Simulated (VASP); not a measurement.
Input:

```xyz
2
Lattice="1.7791 -3.1852 0.0000 1.7791 3.1852 0.0000 0.0000 0.0000 5.6524" Properties=species:S:1:pos:R:3 pbc="T T T"
Gd     1.7791     1.0618     1.4131
Gd     1.8219    -1.0618     4.2393
```

These are PBE GGA, VASP's PBE PAW potentials (set 64) (plane waves; VASP 6.6.1) values and carry that method's errors. Numerical set-up: 200 eV cut-off, 11×11×6 Γ-centred mesh, first-order Methfessel-Paxton smearing of 0.10 eV, potentials Gd_3.

The 4f electrons are frozen in the core of the lanthanide potential, so 4f levels, which can set the real gap, and their magnetism are missing. At this cut-off the stress carries a Pulay error, which pulls relaxed volumes low.

**Question.** Give the force on each atom (eV/Å).

**Answer.** 
```
atom      Fx      Fy     Fz
----  ------  ------  -----
Gd1    0.039  -0.041  0.000
Gd2   -0.039   0.041  0.000
```

**Question.** Give the stress tensor in GPa (positive for a compressed cell).

**Answer.** 
```
 1.86  -0.14   0.00
-0.14  -0.16   0.00
 0.00   0.00   1.13
```
The pressure is its mean diagonal, 0.94 GPa.

The compound is Gd in the hcp structure. The cell was not relaxed at this level, atoms are displaced from their ideal sites. The run is one of a series of settings (ENCUT = 200 against the base run), some of them coarse on purpose.
